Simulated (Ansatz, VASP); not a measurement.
# Cross-check of SiCl3 between VASP and Ansatz, part 2 of 2

One calculation is typed for both programs; each brings its own data sets. How far apart do they land? The cell is generated by rule, not measured, and may not be a known phase. The cell is taken from a series of runs on this material, whose earlier steps may have relaxed, scaled, displaced or heated it; both programs get it as it stands.

VASP 6.6.1 and Ansatz 0.2.0.

So far. Step 3 (Ansatz: single point, PBE, pair 1): The run ends at a pressure of 5.00 GPa, with forces up to 3.5 eV/Å. Step 5 (VASP: single point, PBE, pair 2): The run ends at a pressure of -0.05 GPa, with forces up to 0.26 eV/Å.

The structure was built from a prototype and need not be the compound's stable phase.

**6. Ansatz: single point, PBE, pair 2**

Level of this step: Ansatz beside VASP: Kohn-Sham DFT, plane waves, PBE (Ansatz).

The same cell, functional, mesh and smearing now go to Ansatz, which takes its cutoff from its data sets.

The cell is taken from a series of runs on this material, whose earlier steps may have relaxed, scaled, displaced or heated it; both programs get it as it stands.

input.yaml reads:

```yaml
crystal:
  lattice:
    - [4.7349396865, 0.0, 0.0]
    - [0.0, 4.7349396865, 0.0]
    - [0.0, 0.0, 9.469879373]
  atoms:
    - { symbol: Si, position: [-0.0078646276, 0.0030844103, 0.0] }
    - { symbol: Si, position: [0.0078646276, -0.0030844103, 0.5] }
    - { symbol: Cl, position: [0.5037315054, -0.0006088413, 0.0] }
    - { symbol: Cl, position: [0.4962684946, 0.0006088413, 0.5] }
    - { symbol: Cl, position: [0.0, 0.0, 0.25] }
    - { symbol: Cl, position: [0.0, 0.0, 0.75] }
    - { symbol: Cl, position: [0.0015524232, 0.4985365494, 0.0] }
    - { symbol: Cl, position: [-0.0015524232, 0.5014634506, 0.5] }
kpoints:
  mp_grid: { grid: [8, 8, 4] }
hamiltonian:
  xc: pbe
  pseudopotentials: { kind: nc }
scf:
  occupations: { method: methfessel_paxton, width: 0.2 }
output:
  forces: true
  stress: true
  eigenvalues: true
```

On the command line:

```console
ansatz run input.yaml --threads 4 --pin off --max-ram 14336MiB --backend cpu --events-out ev --progress --plain --runs-dir out
```

Numbers of over 12 decimals in the logs are rounded to 6 here.

What it wrote:

```text
[...]
Crystal: 8 atoms, lattice volume = 212.311 Å³
Basis set: ecut = 789.130201 eV, 10735 PW (Γ), exchange–correlation on 90×90×180 points (8 copies of the dense FFT grid, shifted against one another)
Bands: 33, of which v1, the nominal top of the filled ones, is band 25 counted from 1 (24 counted from 0)
Symmetry: 4 space group operations
[...]
k-points: 102 of 256
[...]
k-point 0: bands = [... 21 lower, 0.2120, 0.2301, 0.2330, 0.2342, 2.0976, 5.4231, 7.6330, 8.2975, ... 4 higher]
  k-point 1: bands = [... 21 lower, 0.2057, 0.2080, 0.2090, 0.2965, 1.5130, 6.2456, 7.8221, 8.3282, ... 4 higher]
  k-point 2: bands = [... 21 lower, 0.2006, 0.2047, 0.2047, 0.6716, 0.6716, 7.8721, 7.8721, 8.3682, ... 4 higher]
  k-point 101: bands = [... 21 lower, 0.5405, 1.0584, 1.0584, 4.0881, 4.0881, 4.5195, 4.5195, 4.5680, ... 4 higher]
[key lines of the parts left out:]
SCF converged after 7 iterations
Free energy (F): -2912.500952 eV
Fermi energy:    2.139635 eV
P = ⅓ Tr σ = 0.0607 GPa (0.607 kbar)
```

The run ends at a pressure of 0.06 GPa, with forces up to 0.25 eV/Å.

**7. Differences**

The two programs side by side:

```tsv
quantity	Ansatz	VASP	difference
pressure (GPa)	0.06	-0.05	+0.11
```

Forces (eV/Å; atoms numbered as in POSCAR):

```tsv
atom	Ansatz x, y, z	VASP x, y, z
Si1	-0.237, 0.094, 0.000	-0.244, 0.097, 0.000
Si2	0.237, -0.094, 0.000	0.244, -0.097, 0.000
Cl3	0.140, -0.023, 0.000	0.147, -0.023, 0.000
Cl4	-0.140, 0.023, 0.000	-0.147, 0.023, 0.000
Cl5	0.000, 0.000, 0.000	0.000, 0.000, 0.000
Cl6	0.000, 0.000, 0.000	0.000, 0.000, 0.000
Cl7	0.060, -0.056, 0.000	0.060, -0.059, 0.000
Cl8	-0.060, 0.056, 0.000	-0.060, 0.059, 0.000
```

The forces differ by 3.2 meV/Å r.m.s., which is 3.6 % of the r.m.s. force of 0.090 eV/Å (both taken over all components).

**8. Ansatz: single point, PBE, pair 3**

With cell and atoms fixed, the geometry can't cause a difference; cores, projectors, grids and the points listed under the comparison can.

The cell is taken from a series of runs on this material, whose earlier steps may have relaxed, scaled, displaced or heated it; both programs get it as it stands.

input.yaml, the sections that differ from step 6:

```yaml
crystal:
  lattice:
    - [4.7349396865, 0.0, 0.0]
    - [0.0, 4.7349396865, 0.0]
    - [0.0, 0.0, 9.469879373]
  atoms:
    - { symbol: Si, position: [-0.0157292553, 0.0061688206, 0.0] }
    - { symbol: Si, position: [0.0157292553, -0.0061688206, 0.5] }
    - { symbol: Cl, position: [0.5074630109, -0.0012176826, 0.0] }
    - { symbol: Cl, position: [0.4925369891, 0.0012176826, 0.5] }
    - { symbol: Cl, position: [0.0, 0.0, 0.25] }
    - { symbol: Cl, position: [0.0, 0.0, 0.75] }
    - { symbol: Cl, position: [0.0031048464, 0.4970730988, 0.0] }
    - { symbol: Cl, position: [-0.0031048464, 0.5029269012, 0.5] }
# kpoints, hamiltonian, scf, output: as in step 6
```

What it wrote:

```text
[...]
Crystal: 8 atoms, lattice volume = 212.311 Å³
Basis set: ecut = 789.130201 eV, 10735 PW (Γ), exchange–correlation on 90×90×180 points (8 copies of the dense FFT grid, shifted against one another)
Bands: 33, of which v1, the nominal top of the filled ones, is band 25 counted from 1 (24 counted from 0)
Symmetry: 4 space group operations
[...]
k-points: 102 of 256
[...]
k-point 0: bands = [... 21 lower, 0.2055, 0.2145, 0.2283, 0.2319, 2.1346, 5.4292, 7.6268, 8.2493, ... 4 higher]
  k-point 1: bands = [... 21 lower, 0.1881, 0.1965, 0.2000, 0.3005, 1.5493, 6.2438, 7.8159, 8.2780, ... 4 higher]
  k-point 2: bands = [... 21 lower, 0.1783, 0.1951, 0.1951, 0.6956, 0.6956, 7.8396, 7.8396, 8.3417, ... 4 higher]
  k-point 101: bands = [... 21 lower, 0.5453, 1.0464, 1.0464, 4.0214, 4.0214, 4.5610, 4.5610, 4.7153, ... 4 higher]
[key lines of the parts left out:]
SCF converged after 7 iterations
Free energy (F): -2912.540032 eV
Fermi energy:    2.155296 eV
P = ⅓ Tr σ = 0.2452 GPa (2.452 kbar)
```

The run ends at a pressure of 0.25 GPa, with forces up to 0.47 eV/Å.

**9. VASP: single point, PBE, pair 3**

The same cell, functional, mesh and smearing now go to VASP, with its own data sets.

INCAR reads:

```
SYSTEM = SiCl3
PREC = Accurate
ENCUT = 500
EDIFF = 1E-06
NELM = 120
ISMEAR = 1
SIGMA = 0.2
LREAL = .FALSE.
ALGO = Normal
GGA = PE
NBANDS = 33
LORBIT = 11
LWAVE = .FALSE.
LCHARG = .FALSE.
ISIF = 2
LASPH = .TRUE.
GGA_COMPAT = .FALSE.
KPAR = 2
```

POSCAR reads:

```
SiCl3
1.0
    4.7349396865      0.0000000000      0.0000000000
    0.0000000000      4.7349396865      0.0000000000
    0.0000000000      0.0000000000      9.4698793730
Si Cl
2 6
Direct
    0.9842707447      0.0061688206      0.0000000000
    0.0157292553      0.9938311794      0.5000000000
    0.5074630109      0.9987823174      0.0000000000
    0.4925369891      0.0012176826      0.5000000000
    0.0000000000      0.0000000000      0.2500000000
    0.0000000000      0.0000000000      0.7500000000
    0.0031048464      0.4970730988      0.0000000000
    0.9968951536      0.5029269012      0.5000000000
```

KPOINTS reads:

```
Automatic mesh
0
Gamma
8 8 4
0 0 0
```

Potentials, in the order of the species: Si and Cl (PBE family, release 64).

On the command line:

```console
mpirun -np 2 vasp_std
```

What it wrote:

```text
[... set-up lines as in an earlier step ...]
 entering main loop
       N       E                     dE             d eps       ncg     rms          rms(c)
DAV:   1     0.339345580004E+03    0.33935E+03   -0.20880E+04  6732   0.124E+03
DAV:   2     0.449818054278E+01   -0.33485E+03   -0.32368E+03  9154   0.235E+02
DAV:   3    -0.271356018765E+02   -0.31634E+02   -0.31360E+02  8342   0.819E+01
DAV:   4    -0.277729720881E+02   -0.63737E+00   -0.63610E+00  8538   0.135E+01
[...]
DAV:  11    -0.267531056458E+02   -0.10180E-04   -0.12378E-04  8298   0.525E-02    0.111E-02
DAV:  12    -0.267531063181E+02   -0.67229E-06   -0.12848E-05  8269   0.190E-02    0.567E-03
DAV:  13    -0.267531065878E+02   -0.26963E-06   -0.13232E-06  5859   0.657E-03
   1 F= -.26753107E+02 E0= -.26750893E+02  d E =-.664215E-02
```

Parts of OUTCAR (step 9):

```text
  Total        0.8714657     -0.0970373     -0.2249239     -0.0589810      0.0000000      0.0000000
  in kB        6.5763898     -0.7322782     -1.6973557     -0.4450915      0.0000000      0.0000000
  external PRESSURE =       1.3822520 kB  Pullay stress =       0.0000000 kB

 POSITION                                       TOTAL-FORCE (eV/Angst)
 -----------------------------------------------------------------------------------
      4.66046      0.02921      0.00000        -0.450779      0.188883     -0.000000
      0.07448      4.70573      4.73494         0.450779     -0.188883     -0.000000
      2.40281      4.72917      0.00000         0.258953     -0.045002     -0.000000
      2.33213      0.00577      4.73494        -0.258953      0.045002     -0.000000
      0.00000      0.00000      2.36747         0.000000      0.000000      0.000000
      0.00000      0.00000      7.10241         0.000000      0.000000     -0.000000
      0.01470      2.35361      0.00000         0.118331     -0.114564     -0.000000
      4.72024      2.38133      4.73494        -0.118331      0.114564     -0.000000
 -----------------------------------------------------------------------------------
    total drift:                               -0.000000      0.000000     -0.000000

  FREE ENERGIE OF THE ION-ELECTRON SYSTEM (eV)
  ---------------------------------------------------
  free  energy   TOTEN  =       -26.7531065878 eV

  energy  without entropy=      -26.7464644352  energy(sigma->0) =      -26.75089254

[... 2 parts as in an earlier step ...]

[... 1 further part left out ...]
[key lines of the parts left out:]
E-fermi :   1.2263
```

The run ends at a pressure of 0.14 GPa, with forces up to 0.49 eV/Å.

**10. Side by side**

The two programs side by side:

```tsv
quantity	Ansatz	VASP	difference
pressure (GPa)	0.25	0.14	+0.11
```

Forces (eV/Å; atoms numbered as in POSCAR):

```tsv
atom	Ansatz x, y, z	VASP x, y, z
Si1	-0.436, 0.183, 0.000	-0.451, 0.189, 0.000
Si2	0.436, -0.183, 0.000	0.451, -0.189, 0.000
Cl3	0.244, -0.045, 0.000	0.259, -0.045, 0.000
Cl4	-0.244, 0.045, 0.000	-0.259, 0.045, 0.000
Cl5	0.000, 0.000, 0.000	0.000, 0.000, 0.000
Cl6	0.000, 0.000, 0.000	0.000, 0.000, 0.000
Cl7	0.118, -0.109, 0.000	0.118, -0.115, 0.000
Cl8	-0.118, 0.109, 0.000	-0.118, 0.115, 0.000
```

The forces differ by 6.4 meV/Å r.m.s., which is 3.9 % of the r.m.s. force of 0.167 eV/Å (both taken over all components).

**11. Results**

```
r.m.s. force difference (single point, PBE, pair 1) : 3.6 % of the r.m.s. force
r.m.s. force difference (single point, PBE, pair 2) : 3.2 meV/Å
r.m.s. force difference (single point, PBE, pair 3) : 6.4 meV/Å
```

The r.m.s. force difference is 3.6 % of the r.m.s. force (single point, PBE, pair 1), beyond the 3 % picked in this series as the mark of a large difference. What causes the difference of the single point, PBE, pair 1 pair stays open here. 4 further pairs of this series are not shown here. How closely two codes agree says nothing of how well the functional describes the real material.

[Lines on the potential files, build, host, timing and source positions are cut from VASP's logs without a mark.]

[Logs are printed without paths, hosts, clocks, repeated set-up lines and the standing remarks that a program may print on its own settings, such as how far it seeks lower states.]

[Hosts, paths, dates, database ids (printed as entryN), source tags and the programs' standing remarks are cut or masked in the printed files.]
